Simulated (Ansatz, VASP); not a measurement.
## SiB4 in VASP and in Ansatz

```
CELL_PARAMETERS angstrom
3.70438 0.00000 0.00000
-1.85219 3.20809 0.00000
0.00000 0.00000 3.24144
ATOMIC_POSITIONS crystal
Si 0.00000 0.00000 0.00000
B 0.50000 0.00000 0.00000
B 0.00000 0.50000 0.00000
B 0.50000 0.50000 0.00000
B 0.00000 0.00000 0.50000
```

Alike in both runs: task relaxation of cell and atoms; functional PBE; k mesh 6 × 6 × 6; occupations gaussian, width 0.1 eV; no spin polarisation.

|  | VASP | Ansatz |
| --- | --- | --- |
| version | VASP 6.6.1 | Ansatz 0.2.0 |
| potentials or method | VASP PAW PBE potentials, release 64 (Si, B) | scalar-relativistic, plane waves, PAW |
| plane-wave cutoff (eV) | 600 | 420 |
| valence electrons in the cell | 16 | 16 |

|  | VASP | Ansatz | Ansatz less VASP |
| --- | --- | --- | --- |
| gap on the k mesh at the Fermi level, each at its own relaxed structure (eV) | none | none | - |
| relaxed volume (Å³/atom) | 11.14 | 11.15 | +0.013 |
| relaxed cell length with the largest relative difference (Å) | 4.004 | 4.006 | +0.0020 |
| energy change over the relaxation (meV/atom) | -881 | -888 | -7.5 |

A gap of «none» marks a metal or a gap that the smearing closes.

Caveats: the volume moved by over 15 % at a fixed basis, so the end points are rough (VASP).
